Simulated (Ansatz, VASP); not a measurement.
# PdRu2W in two plane-wave programs, part 2 of 2

One calculation is typed for both programs; each brings its own data sets. How far apart do they land? The cell is invented: Sites of the MoPdRu2 structure (space group 187) filled with other elements, volume scaled by an estimate. It may not be a known or stable phase.  Valence electrons are named where the data sets of a main pair hold unlike numbers.

VASP 6.6.1 and Ansatz 0.2.0.

So far: Set-up; Ansatz: relaxation of cell and atoms, PBE; VASP: relaxation of cell and atoms, PBE.

## 3. VASP: relaxation of cell and atoms, PBE (continued)

Level of this step: PBE; plane waves and PAW (W, Pd, Ru_pv); invented cell (VASP).

Numbers of over 12 decimals in the logs are rounded to 6 here.

OUTCAR, selected parts (step 3):

```text
ion  position               nearest neighbor table
   1  0.000  0.000  0.000-   3 2.69   4 2.69   3 2.69   4 2.69   3 2.69   4 2.69
   2  0.000  0.000  0.500-   3 2.81   4 2.81   3 2.81   4 2.81   3 2.81   4 2.81
   3  0.667  0.333  0.242-   1 2.69   1 2.69   1 2.69   2 2.81   2 2.81   2 2.81
   4  0.667  0.333  0.758-   1 2.69   1 2.69   1 2.69   2 2.81   2 2.81   2 2.81

  LATTYP: Found a hexagonal cell.
 ALAT       =     2.7842020000
 C/A-ratio  =     3.2070923733

 Subroutine GETGRP returns: Found 12 space group operations
 (whereof 12 operations were pure point group operations)

The static configuration has the point symmetry D_3h.

 Found     24 irreducible k-points:

   k-points           NKPTS =     24   k-points in BZ     NKDIM =     24   number of bands    NBANDS=     28

   dimension x,y,z NGX =    18 NGY =   18 NGZ =   60
   dimension x,y,z NGXF=    36 NGYF=   36 NGZF=  120

   ENCUT  =  400.0 eV  29.40 Ry    5.42 a.u.   4.54  4.54 14.56*2*pi/ulx,y,z

   NELECT =      44.0000    total number of electrons

 k-points in reciprocal lattice and weights: Automatic mesh
   0.00000000  0.00000000  0.00000000       0.004
   0.11111111 -0.00000000  0.00000000       0.025
   0.22222222 -0.00000000  0.00000000       0.025
   0.33333333 -0.00000000  0.00000000       0.025
   0.44444444 -0.00000000  0.00000000       0.025
   0.11111111  0.11111111  0.00000000       0.025
   0.22222222  0.11111111  0.00000000       0.049
   0.33333333  0.11111111  0.00000000       0.049
   0.44444444  0.11111111  0.00000000       0.025
[...]
0.33333333  0.22222222  0.33333333       0.099
   0.33333333  0.33333333  0.33333333       0.016

 average (electrostatic) potential at core
       1 -34.9675       2 -70.5508       3 -69.3931       4 -69.3931

 E-fermi :  10.1259

 k-point     1 :       0.0000    0.0000    0.0000
  band No.  band energies     occupation
    ...
     19       8.7468      2.00000
     20       8.7468      2.00000
     21       9.0503      2.00000
     22       9.2334      2.00000
     23       9.2334      2.00000
     24      10.3385      0.02809
     25      10.3385      0.02809
     26      11.3359      0.00000
     27      11.4465      0.00000
     28      11.4465      0.00000

 k-point     2 :       0.1111   -0.0000    0.0000
  band No.  band energies     occupation
    ...
     20       8.7394      2.00000
     21       8.9336      2.00000
     22       9.3304      2.00000
     23       9.4524      2.00000
     24       9.4706      2.00000
     25      10.2861      0.07802
     26      11.5784      0.00000
     27      11.5919      0.00000
     28      11.7023      0.00000

 k-point     3 :       0.2222   -0.0000    0.0000
  band No.  band energies     occupation
    ...
     20       8.9276      2.00000
     21       9.0759      2.00000
     22       9.5273      1.99999
     23       9.6607      1.99982
     24       9.8235      1.99529
     25      10.3010      0.05852
     26      12.1787      0.00000
     27      12.1824      0.00000
     28      12.3913      0.00000

  Total        0.0137195      0.0137195     -0.0170779      0.0000000      0.0000000      0.0000000
  in kB        0.3723965      0.3723966     -0.4635548      0.0000000      0.0000000      0.0000000
  external PRESSURE =       0.0937461 kB  Pullay stress =       0.0000000 kB

  energy-cutoff  :      400.00
  volume of cell :       59.03
      direct lattice vectors                 reciprocal lattice vectors
     2.767079742 -0.000000000 -0.000000000     0.361391826  0.208649639  0.000000000
    -1.383539871  2.396361683  0.000000000     0.000000000  0.417299278 -0.000000000
    -0.000000000  0.000000000  8.901635483     0.000000000  0.000000000  0.112338907

 POSITION                                       TOTAL-FORCE (eV/Angst)
 -----------------------------------------------------------------------------------
      2.76708     -0.00000     -0.00000        -0.000000      0.000000     -0.000000
      2.76708     -0.00000      4.45082        -0.000000      0.000000      0.000000
      1.38354      0.79879      2.15954        -0.000000     -0.000000      0.005827
      1.38354      0.79879      6.74210         0.000000     -0.000000     -0.005827
 -----------------------------------------------------------------------------------
    total drift:                               -0.000026      0.000018      0.000000

  FREE ENERGIE OF THE ION-ELECTRON SYSTEM (eV)
  ---------------------------------------------------
  free  energy   TOTEN  =       -36.3517542713 eV

  energy  without entropy=      -36.3128353772  energy(sigma->0) =      -36.33229482

 reached required accuracy - stopping structural energy minimisation

 total charge
# of ion       s       p       d       tot
------------------------------------------
    1        0.715   0.712   4.243   5.670
    2        0.515   0.505   8.453   9.472
    3        0.384   6.250   5.977  12.611
    4        0.384   6.250   5.977  12.611
--------------------------------------------------
tot          1.998  13.717  24.650  40.364

[... 3 further parts left out ...]
```

CONTCAR:

```
PdRu2W
   1.00000000000000
     2.7670797416093698   -0.0000000000000000   -0.0000000000000000
    -1.3835398708046849    2.3963616830201571    0.0000000000000000
    -0.0000000000000000    0.0000000000000000    8.9016354827382127
  W               Pd              Ru
     1     1     2
Direct
     1.0000000000000000    0.0000000000000000    0.0000000000000000
     1.0000000000000000    0.0000000000000000    0.5000000000000000
     0.6666666699999979    0.3333333300000021    0.2426002180466132
     0.6666666699999979    0.3333333300000021    0.7573997819533869
```

The data set W keeps the semicore shell frozen, which is cheaper and a little less accurate. The run keeps the 12 symmetry operations of its start, so it cannot find a distortion of lower symmetry.

## 4. Side by side

Known differences besides the potentials themselves: both relaxations stop at a tolerance, which leaves soft axes loose, and VASP keeps its plane-wave basis; the data sets hold 64 valence electrons in Ansatz (on its default PAW (the set named soft_2) files) and 44 in VASP; the cutoff is 420 eV in Ansatz and 400 eV in VASP; VASP leaves aspherical gradient terms in its spheres out (LASPH is not set), Ansatz keeps them; Ansatz adds a Pulay correction to the stress that steers its cell, VASP none. Total energies have different zeros and are not compared.

The two programs side by side:

| quantity | Ansatz | VASP | difference |
| --- | --- | --- | --- |
| volume (Å³) | 59.31 | 59.03 | +0.48 % |
| edge a after relaxation, in the typed setting (Å) | 2.773 | 2.767 | +0.21 % |
| edge c after relaxation, in the typed setting (Å) | 8.908 | 8.902 | +0.07 % |

The walks stopped with 0.02 GPa left in Ansatz and 0.01 GPa in VASP; each walk ends within a tolerance, so the volume difference is uncertain by about these residues over the bulk modulus, most in soft cells.

## 5. Outcome

| Item | Value |
| --- | --- |
| difference in volume (relaxation of cell and atoms, PBE) | 0.48 % |

The difference in volume is 0.48 % (relaxation of cell and atoms, PBE), within the 1.2 % picked in this series as the mark of a large difference, as far as the stopping tolerances let one tell. The data sets hold unlike numbers of valence electrons (64 in Ansatz and 44 in VASP), so part of the differences comes from the potentials. How closely two codes agree says nothing of how well the functional describes the real material.

[Lines on the potential files, build, host, timing and source positions are cut from VASP's logs without a mark.]

[Logs are printed without paths, hosts, clocks, repeated set-up lines and the standing remarks that a program may print on its own settings, such as how far it seeks lower states.]

[Hosts, paths, dates, database ids (printed as entryN), source tags and the programs' standing remarks are cut or masked in the printed files.]
